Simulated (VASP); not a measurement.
Data:

```yaml
crystal:
  lattice:
    - [0.00000, 3.08837, 3.08837]
    - [3.08837, 0.00000, 3.08837]
    - [3.08837, 3.08837, 0.00000]
  atoms:
    - { symbol: Ga, position: [0.00000, 0.00000, 0.00000] }
    - { symbol: Sb, position: [0.25000, 0.25000, 0.25000] }
```

The numbers are results of rev-vdW-DF2, VASP's PBE PAW potentials (set 64) (plane waves; VASP), not measurements. Numerical set-up: 520 eV cut-off, Gaussian smearing of 0.050 eV, potentials Ga_d Sb.

Task: Give the energies of bands 7 to 12 at the high-symmetry points, in eV from the Fermi level.

Result: 
```json
[
 {"band": "7", "Γ": "-0.28", "X": "-6.72", "U": "-6.55", "L": "-6.26", "W": "-6.60"},
 {"band": "8", "Γ": "0.00", "X": "-2.48", "U": "-3.48", "L": "-1.11", "W": "-3.23"},
 {"band": "9", "Γ": "0.00", "X": "-2.48", "U": "-2.11", "L": "-1.11", "W": "-3.01"},
 {"band": "10", "Γ": "0.00", "X": "0.88", "U": "1.37", "L": "0.27", "W": "3.52"},
 {"band": "11", "Γ": "2.76", "X": "1.25", "U": "3.79", "L": "3.72", "W": "4.27"},
 {"band": "12", "Γ": "2.76", "X": "8.44", "U": "6.42", "L": "3.72", "W": "4.29"}
]
```

It has no gap at this level: it comes out as a metal or semimetal.

The compound is GaSb in the zinc blende structure. It was relaxed first.
